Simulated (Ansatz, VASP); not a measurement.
## ZnGe: VASP beside Ansatz

Wanted: the spread between two codes on one cell, functional and k mesh. The cell is invented: As first built, before any earlier steps moved the atoms (in the runner's words): it takes the TiZn structure with some of its atoms replaced by other elements, volume scaled by an estimate. It may not be a known or stable phase. The cell is taken from a series of VASP runs on this material, whose earlier steps may have relaxed, scaled or displaced it; both programs get it as it stands.

Method: plane waves, with VASP 6.6.1 beside it; band structure at PBEsol, band structure at RPBE and band structure at PBE, spin-orbit coupling, in Ansatz 0.2.0.

**1. Set-up**

Symmetry: Pm-3m, No. 221, cubic system. Conventional cell: a = 3.290 Å, b = 3.290 Å, c = 3.290 Å, α = 90.00°, β = 90.00°, γ = 90.00°. Ge has 8 Zn at 2.85 Å nearest. Nearest to Zn lie 8 Ge at 2.85 Å. As first built, before any earlier steps moved the atoms (in the runner's words): sites of the TiZn structure (space group 221) filled with other elements, volume scaled by an estimate. Farther neighbours are not listed.

**2. VASP: band structure, PBEsol**

With cell and atoms fixed, the geometry can't cause a difference; cores, projectors, grids and the points listed under the comparison can.

Lines of VASP's logs that name or quote its potential files are left out, and so is its time.

Input file INCAR:

```
SYSTEM = ZnGe
PREC = Accurate
ENCUT = 410
EDIFF = 1E-06
NELM = 100
ISMEAR = 0
SIGMA = 0.02
LREAL = .FALSE.
ALGO = Normal
GGA = PS
LORBIT = 11
LWAVE = .FALSE.
LCHARG = .FALSE.
KPAR = 4
```

Input file POSCAR:

```
ZnGe
1.0
    3.2898053742      0.0000000000      0.0000000000
    0.0000000000      3.2898053742      0.0000000000
    0.0000000000      0.0000000000      3.2898053742
Ge Zn
1 1
Direct
    0.5000000000      0.5000000000      0.5000000000
    0.0000000000      0.0000000000      0.0000000000
```

Input file KPOINTS:

```
Automatic mesh
0
Gamma
4 4 4
0 0 0
```

Input file KPOINTS_OPT:

```
Line mode
16
Line-mode
Reciprocal
  0.00000000   0.00000000   0.00000000 GAMMA
  0.00000000   0.50000000   0.00000000 X

  0.00000000   0.50000000   0.00000000 X
  0.50000000   0.50000000   0.00000000 M

  0.50000000   0.50000000   0.00000000 M
  0.00000000   0.00000000   0.00000000 GAMMA

  0.00000000   0.00000000   0.00000000 GAMMA
  0.50000000   0.50000000   0.50000000 R

  0.50000000   0.50000000   0.50000000 R
  0.00000000   0.50000000   0.00000000 X

  0.50000000   0.50000000   0.00000000 M
  0.50000000   0.50000000   0.50000000 R
```

The projector-augmented-wave data sets are Ge_d and Zn (PBE family, release 64).

The run is started by

```sh
mpirun -np 4 vasp_std
```

Numbers of over 12 decimals in the logs are rounded to 6 here.

What it wrote:

```text
[banner, memory and clock lines left out]
running    4 mpi-ranks, on    1 nodes
 distrk:  each k-point on    1 cores,    4 groups
 distr:  one band on    1 cores,    1 groups

 POSCAR found type information on POSCAR GeZn
 POSCAR found :  2 types and       2 ions
|                                                                             |
|               ----> ADVICE to this user running VASP <----                  |
|                                                                             |
|     You enforced a specific xc type in the INCAR file but a different       |
|     [... a line on the potential file left out ...]
|     I HOPE YOU KNOW WHAT YOU ARE DOING!                                     |
|                                                                             |

 LDA part: xc-table for (Slater+PW92), standard interpolation
 POSCAR, INCAR and KPOINTS ok, starting setup
 FFT: planning ... GRIDC
 FFT: planning ... GRID_SOFT
 FFT: planning ... GRID
 WAVECAR not read
 entering main loop
       N       E                     dE             d eps       ncg     rms          rms(c)
DAV:   1     0.111395570734E+03    0.11140E+03   -0.12332E+04   348   0.329E+03
DAV:   2     0.429826748503E+01   -0.10710E+03   -0.10590E+03   340   0.399E+02
DAV:   3    -0.613631437941E+01   -0.10435E+02   -0.10407E+02   399   0.108E+02
DAV:   4    -0.634733167887E+01   -0.21102E+00   -0.21095E+00   371   0.156E+01
DAV:   5    -0.635024910191E+01   -0.29174E-02   -0.29172E-02   426   0.193E+00    0.292E+00
DAV:   6    -0.616184153469E+01    0.18841E+00   -0.10804E+00   369   0.199E+01    0.251E+00
DAV:   7    -0.614779164172E+01    0.14050E-01   -0.85391E-02   361   0.419E+00    0.117E+00
DAV:   8    -0.614174386287E+01    0.60478E-02   -0.98619E-03   437   0.133E+00    0.141E-01
DAV:   9    -0.614155043279E+01    0.19343E-03   -0.91536E-04   463   0.509E-01    0.383E-02
DAV:  10    -0.614153882693E+01    0.11606E-04   -0.19265E-04   394   0.169E-01    0.116E-02
DAV:  11    -0.614153719576E+01    0.16312E-05   -0.15752E-05   498   0.642E-02    0.542E-03
DAV:  12    -0.614153776080E+01   -0.56504E-06   -0.18797E-06   266   0.119E-02
   1 F= -.61415378E+01 E0= -.61405031E+01  d E =-.206938E-02
 Start KPOINTS_OPT (optional k-point list driver)
k-point batch [1-10\96]
       N       E                     dE             ncg
DAV:   1    -0.895060803723E+03   -0.24870E+04      340
DAV:   2    -0.208027237462E+04   -0.11852E+04      348
DAV:   3    -0.220301109377E+04   -0.12274E+03      346
DAV:   4    -0.220539364329E+04   -0.23825E+01      376
DAV:   5    -0.220542264553E+04   -0.29002E-01      355
DAV:   6    -0.220542334082E+04   -0.69530E-03      384
DAV:   7    -0.220542336540E+04   -0.24578E-04      356
DAV:   8    -0.220542336641E+04   -0.10142E-05      282
DAV:   9    -0.220542336649E+04   -0.74097E-07      188
[...]
k-point batch [91-96\96]
       N       E                     dE             ncg
DAV:   1     0.349544996406E+04   -0.70848E+04      213
DAV:   2     0.285266669967E+04   -0.64278E+03      204
DAV:   3     0.279351019130E+04   -0.59157E+02      228
DAV:   4     0.279231238693E+04   -0.11978E+01      238
DAV:   5     0.279229699444E+04   -0.15392E-01      214
DAV:   6     0.279229667416E+04   -0.32028E-03      247
DAV:   7     0.279229666524E+04   -0.89236E-05      212
DAV:   8     0.279229666492E+04   -0.31570E-06      128
```

OUTCAR, selected parts (step 2):

```text
ion  position               nearest neighbor table
   1  0.500  0.500  0.500-   2 2.85   2 2.85   2 2.85   2 2.85   2 2.85   2 2.85   2 2.85   2 2.85

  LATTYP: Found a simple cubic cell.
 ALAT       =     3.2898053742

 Subroutine GETGRP returns: Found 48 space group operations
 (whereof 48 operations were pure point group operations)

The static configuration has the point symmetry O_h .

 Found     10 irreducible k-points:

   k-points           NKPTS =     10   k-points in BZ     NKDIM =     10   number of bands    NBANDS=     17

   dimension x,y,z NGX =    24 NGY =   24 NGZ =   24
   dimension x,y,z NGXF=    48 NGYF=   48 NGZF=   48

   ENCUT  =  410.0 eV  30.13 Ry    5.49 a.u.   5.43  5.43  5.43*2*pi/ulx,y,z

   NELECT =      26.0000    total number of electrons

 k-points in reciprocal lattice and weights: Automatic mesh
   0.00000000  0.00000000  0.00000000       0.016
   0.25000000  0.00000000  0.00000000       0.094
   0.50000000  0.00000000  0.00000000       0.047
   0.25000000  0.25000000  0.00000000       0.188
   0.50000000  0.25000000  0.00000000       0.188
   0.50000000  0.50000000  0.00000000       0.047
   0.25000000  0.25000000  0.25000000       0.125
   0.50000000  0.25000000  0.25000000       0.188
   0.50000000  0.50000000  0.25000000       0.094
   0.50000000  0.50000000  0.50000000       0.016

 average (electrostatic) potential at core
       1 -74.3848       2 -34.8158

 E-fermi :   4.0779

 k-point     1 :       0.0000    0.0000    0.0000
  band No.  band energies     occupation
    ...
      7      -2.8091      2.00000
      8      -2.8091      2.00000
      9      -2.4919      2.00000
     10      -2.4919      2.00000
     11      -2.4919      2.00000
     12       5.8877      0.00000
     13       5.8877      0.00000
     14       5.8877      0.00000
     15       6.4950      0.00000
     16      10.6996      0.00000
    ...

 k-point     2 :       0.2500    0.0000    0.0000
  band No.  band energies     occupation
    ...
      8      -2.7558      2.00000
      9      -2.5748      2.00000
     10      -2.5748      2.00000
     11      -2.4870      2.00000
     12       1.1691      2.00000
     13       6.8243      0.00000
     14       6.8243      0.00000
     15       8.4165      0.00000
     16      11.3652      0.00000
     17      14.4276      0.00000

 k-point     3 :       0.5000    0.0000    0.0000
  band No.  band energies     occupation
    ...
      8      -2.7641      2.00000
      9      -2.6536      2.00000
     10      -2.6536      2.00000
     11      -2.4824      2.00000
     12      -1.5896      2.00000
     13       8.5446      0.00000
     14       8.5446      0.00000
     15      10.2742      0.00000
     16      11.2747      0.00000
     17      11.4244      0.00000

  Total       -1.0913042     -1.0913042     -1.0913042     -0.0000000      0.0000000     -0.0000000
  in kB      -49.1072719    -49.1072719    -49.1072719     -0.0000000      0.0000000     -0.0000000
  external PRESSURE =     -49.1072719 kB  Pullay stress =       0.0000000 kB

  energy-cutoff  :      410.00
  volume of cell :       35.60
      direct lattice vectors                 reciprocal lattice vectors
     3.289805374  0.000000000  0.000000000     0.303969350  0.000000000  0.000000000
     0.000000000  3.289805374  0.000000000     0.000000000  0.303969350  0.000000000
     0.000000000  0.000000000  3.289805374     0.000000000  0.000000000  0.303969350

 POSITION                                       TOTAL-FORCE (eV/Angst)
 -----------------------------------------------------------------------------------
      1.64490      1.64490      1.64490         0.000000      0.000000      0.000000
      0.00000      0.00000      0.00000         0.000000      0.000000      0.000000
 -----------------------------------------------------------------------------------
    total drift:                                0.000000      0.000000     -0.000000

  FREE ENERGIE OF THE ION-ELECTRON SYSTEM (eV)
  ---------------------------------------------------
  free  energy   TOTEN  =        -6.1415377608 eV

  energy  without entropy=       -6.1394683771  energy(sigma->0) =       -6.14050307

 total charge
# of ion       s       p       d       tot
------------------------------------------
    1        1.263   0.914  10.011  12.188
    2        0.605   0.336   9.744  10.685
--------------------------------------------------
tot          1.868   1.249  19.756  22.873

[... 3 further parts left out ...]
```

At this level the cell is under a tension of 4.9 GPa, so at these settings it is away from equilibrium.

**3. Ansatz: band structure, PBEsol**

Ansatz runs on its default PAW (the set named soft_2) files.

The same cell, functional, mesh and smearing now go to Ansatz, which takes its cutoff from its data sets.

Input file input.yaml:

```yaml
crystal:
  lattice:
    - [3.2898053742, 0.0, 0.0]
    - [0.0, 3.2898053742, 0.0]
    - [0.0, 0.0, 3.2898053742]
  atoms:
    - { symbol: Ge, position: [0.5, 0.5, 0.5] }
    - { symbol: Zn, position: [0.0, 0.0, 0.0] }
hamiltonian:
  xc: pbesol
  pseudopotentials: { kind: paw }
kpoints:
  mp_grid: { grid: [4, 4, 4] }
  band_path:
    path:
      - [0.0, 0.0, 0.0]
      - [0.0, 0.1, 0.0]
      - [0.0, 0.2, 0.0]
      - [0.0, 0.3, 0.0]
      - [0.0, 0.43333, 0.0]
      - [0.0, 0.5, 0.0]
      - [0.1, 0.5, 0.0]
      - [0.2, 0.5, 0.0]
      - [0.33333, 0.5, 0.0]
      - [0.43333, 0.5, 0.0]
      - [0.5, 0.5, 0.0]
      - [0.36667, 0.36667, 0.0]
      - [0.26667, 0.26667, 0.0]
      - [0.16667, 0.16667, 0.0]
      - [0.06667, 0.06667, 0.0]
      - [0.03333, 0.03333, 0.03333]
      - [0.13333, 0.13333, 0.13333]
      - [0.23333, 0.23333, 0.23333]
      - [0.33333, 0.33333, 0.33333]
      - [0.46667, 0.46667, 0.46667]
      - [0.46667, 0.5, 0.46667]
      - [0.36667, 0.5, 0.36667]
      - [0.23333, 0.5, 0.23333]
      - [0.13333, 0.5, 0.13333]
      - [0.03333, 0.5, 0.03333]
      - [0.5, 0.5, 0.03333]
      - [0.5, 0.5, 0.16667]
      - [0.5, 0.5, 0.26667]
      - [0.5, 0.5, 0.36667]
      - [0.5, 0.5, 0.5]
    npoints: 1
scf:
  occupations: { method: gaussian, width: 0.02 }
  n_extra_bands: 7
output:
  forces: true
  stress: true
  eigenvalues: true
```

The run is started by

```sh
ansatz run input.yaml --threads 2 --pin off --max-ram 4608MiB --backend cpu --events-out ev --progress --plain --runs-dir out
```

What it wrote:

```text
scf.n_extra_bands = 7 over 13 filled bands (N_el = 26.0): the run solves 20 bands
Engine: ansatz 0.2.0, aarch64-unknown-linux-gnu
Pseudopotentials: kind: paw
Pseudopotential: Ge, paw, valence charge 14, recommended cutoff 420 eV (normal), Ge.paw.azcp
Pseudopotential: Zn, paw, valence charge 12, recommended cutoff 420 eV (normal), Zn.paw.azcp
Functional definition: PBEsol
  exchange = pbesol_x
  correlation = pbesol_c
Crystal: 2 atoms, lattice volume = 35.605 Å³
Basis set: ecut = 420 eV, 739 PW (Γ), exchange–correlation on 48×48×48 points (8 copies of the dense FFT grid, shifted against one another)
Bands: 20, of which v1, the nominal top of the filled ones, is band 13 counted from 1 (12 counted from 0)
Symmetry: 48 space group operations
Space group: Pm-3m (ITA 221), of the structure as read, at distance tolerance 3.3e-5 Å
k-points: 10 of 64
Non-local potential: Ge, projectors of the file, l = 0: 2, l = 1: 2, l = 2: 3, l = 3: 1
Non-local potential: Zn, projectors of the file, l = 0: 2, l = 1: 2, l = 2: 3, l = 3: 1
PAW form: soft (Blöchl's): semilocal exchange-correlation on the pseudo side does not see the compensation charge
PAW frozen core: Ge, regenerated for the run's functional, and the local potential with it (the file was generated under x = pbe(κ = 0.804, μ = 0.219515), c = pbe(β = 0.066725))
PAW frozen core: Zn, regenerated for the run's functional, and the local potential with it (the file was generated under x = pbe(κ = 0.804, μ = 0.219515), c = pbe(β = 0.066725))
PAW one-centre angular grid: Ge, 590 points (default); XC on 64 Gauss nodes
PAW one-centre angular grid: Zn, 590 points (default); XC on 64 Gauss nodes
Initial density: superposition of atomic densities (neutral atoms: chi_scale 0, normalization atom), corrected by the library's trained network
Initial wavefunctions: pseudopotential atomic-orbital guess
Functional: x = pbesol(κ = 0.804, μ = 0.123457), c = pbesol(β = 0.046)
SCF iter   1: F=—  HF=-7534.023161 eV  |F-HF|=—  |Δ(HF+E_count)|=         —  Δρ=2.09e-3  dr2=1.87e-3  ethr=1.77e-3  ⟨swp⟩=6.0  Hψ=977  notcnv=0
preconditioner: auto → none  [insulator: Δε(μ)=0.164 eV  Ē_g=21.069 eV  σ=0.020 eV  W_gap=0.58  n_scr=6 (ndim 8)  ℏωp=31.7 eV  f_vac=0.000  D(μ)=10.35/eV (n_scr^D=250)  ε∞_Penn≈3.3]
SCF iter   2: F=—  HF=-7534.022136 eV  |F-HF|=—  |Δ(HF+E_count)|=   1.03e-3  Δρ=1.89e-3  dr2=5.75e-4  ethr=7.20e-6  ⟨swp⟩=2.4  Hψ=466  notcnv=0  defer=20
SCF iter   3: F=—  HF=-7534.021883 eV  |F-HF|=—  |Δ(HF+E_count)|=   2.53e-4  Δρ=3.81e-4  dr2=4.36e-5  ethr=2.21e-6  ⟨swp⟩=2.0  Hψ=284  notcnv=0  defer=20
SCF iter   4: F=—  HF=-7534.021860 eV  |F-HF|=—  |Δ(HF+E_count)|=   2.30e-5  Δρ=1.68e-4  dr2=3.69e-6  ethr=1.68e-7  ⟨swp⟩=2.3  Hψ=255  notcnv=0  defer=20
iter 5 did not close the SCF: its close was put off for the readings that it lacked (scf_convergence_deferred on its scf_iter line)
SCF iter   5: F=-7534.021860 eV  HF=-7534.021860 eV  |F-HF|=6.56e-9  |Δ(HF+E_count)|=   2.06e-7  Δρ=1.48e-5  dr2=2.48e-8  ethr=1.42e-8  ⟨swp⟩=1.8  Hψ=246  notcnv=0  defer=20
SCF iter   6: F=-7534.021860 eV  HF=-7534.021860 eV  |F-HF|=1.55e-9  |Δ(HF+E_count)|=   1.17e-8  Δρ=2.54e-6  dr2=1.65e-9  ethr=9.54e-11  ⟨swp⟩=5.6  Hψ=865  notcnv=0
SCF 1 converged in 6 iterations: F = -7534.021860 eV  dr2 = 1.65e-9
  greatest PAW one-centre occupation: 0.998 electrons in one spin orbital (limit 2), on the Ge atom at site 0 (counted from 0), in its partial waves of l = 2
NSCF: frozen V_eff on 30 k-points
SCF converged after 6 iterations
Free energy (F): -7534.021860 eV
Harris-Foulkes:  -7534.021860 eV  (|F-HF|=1.55e-9)
Internal energy: -7534.019790 eV  (E = F + TS)
E sigma→0 (E₀):  -7534.020825 eV
Entropy (-TS):   -0.002069 eV (-1.035 meV/atom)
Fermi energy:    9.750658 eV
--- Per-component energies (eV) ---
  E_band       = -80.277154
  E_kinetic    = 240.509425
  E_local      = -3726.706797  (includes V_loc(G=0)·N_el)
  E_nonlocal   = 1030.484399
  E_hartree    = 1596.354389
  E_xc         = -210.364518
  E_vxc        = -116.658178  (∫ρ·V_xc dr)
  E_paw        = -3765.083506  (= ΣΔE_a)
  E_vpaw       = -700.612529  (= ΣTr[D̂ρ^β])
  E_aug_tail   = -0.000012  (compensation charges beyond the density's cutoff)
  E_ewald      = -2700.928461
  E_core_change = 1.715291  (= ΣΔE_core)
  E_smearing   = -0.002069  (= −TS)
  E_closure    = 0.000000  (closes the sum)
  Σ components = -7534.021860   (vs F -7534.021860, Δ=0.00e0)
--- Forces (eV/Å), atoms counted from 1 ---
  atom   1  Ge     0.00000000    -0.00000000     0.00000000
  atom   2  Zn    -0.00000000     0.00000000     0.00000000
  max |Σ_I F_I| component: 2.86e-29 eV/Å
--- Stress (GPa, compression-positive) ---
       -4.538283      -0.000000       0.000000
       -0.000000      -4.538283       0.000000
        0.000000       0.000000      -4.538283
  P = ⅓ Tr σ = -4.5383 GPa (-45.383 kbar)
--- Band table (eV; the first three rows and the last of 10) ---
  k-point 0: bands = [... 9 lower, 3.1820, 3.1820, 11.5577, 11.5577, 11.5577, 12.1698, 16.3543, 16.3543, ... 3 higher]
  k-point 1: bands = [... 9 lower, 3.0989, 3.1867, 6.8443, 12.4956, 12.4956, 14.0893, 17.0110, 20.0407, ... 3 higher]
  k-point 2: bands = [... 9 lower, 3.0203, 3.1914, 4.0860, 14.2202, 14.2202, 15.9401, 16.9501, 17.0811, ... 3 higher]
  k-point 9: bands = [... 9 lower, 3.3235, 4.9083, 9.5844, 9.5844, 9.5844, 11.1449, 11.1449, 11.1449, ... 3 higher]
```

Elapsed: 1.4 s, on 2 threads of Arm Neoverse N1, shared host; peak memory 0.28 GiB.

Reading the cycles: dr2 is the Hartree energy of the density residual (eV), the measure of convergence; HF is the Harris–Foulkes estimate of the energy, which meets the free energy F at convergence.

**4. Differences**

Known differences besides the potentials themselves: the cutoff is 420 eV in Ansatz and 410 eV in VASP; Ansatz makes its cores anew for this functional, VASP keeps those of its PBE data sets; VASP leaves aspherical gradient terms in its spheres out (LASPH is not set), Ansatz keeps them. Total energies have different zeros and are not compared.

Compared:

```
                                        quantity  Ansatz   VASP  difference
                                  pressure (GPa)   -4.54  -4.91       +0.37
pressure without Ansatz's Pulay correction (GPa)   -4.60  -4.91       +0.31
```

Levels from 3 eV below to 2 eV above the Fermi level differ by 3 meV r.m.s. and 5 meV at most; each VASP level is matched to the nearest of Ansatz, which flatters the figure a little. Ansatz's pressure holds a Pulay correction of 0.06 GPa; VASP's holds none.

(Continued in part 2 of 2.)

[Lines on the potential files, build, host, timing and source positions are cut from VASP's logs without a mark.]

[Logs are printed without paths, hosts, clocks, repeated set-up lines and the standing remarks that a program may print on its own settings, such as how far it seeks lower states.]

[Hosts, paths, dates, database ids (printed as entryN), source tags and the programs' standing remarks are cut or masked in the printed files.]
